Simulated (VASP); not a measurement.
Input:

```xyz
2
Lattice="0.0000 2.8385 2.8385 2.8385 0.0000 2.8385 2.8385 2.8385 0.0000" Properties=species:S:1:pos:R:3 pbc="T T T"
Te     2.8385     2.8385     2.8385
Pb     0.0000     0.0000     0.0000
```

Calculation: PBE GGA, VASP's PBE PAW potentials (set 64) (plane waves; VASP). Numerical set-up: 500 eV cut-off, 8×8×8 Γ-centred mesh, Gaussian smearing of 0.050 eV, potentials Te Pb_d.

Estimate the energy per atom (σ→0), pressure.

| Property | Value |
|---|---|
| energy per atom (σ→0) | -2.575 eV/atom |
| pressure | 45.02 GPa |

Total energies compare only between runs with the same potentials, cut-off and functional.

The compound is PbTe in the rock salt structure. It was relaxed first under an external pressure of 45 GPa.
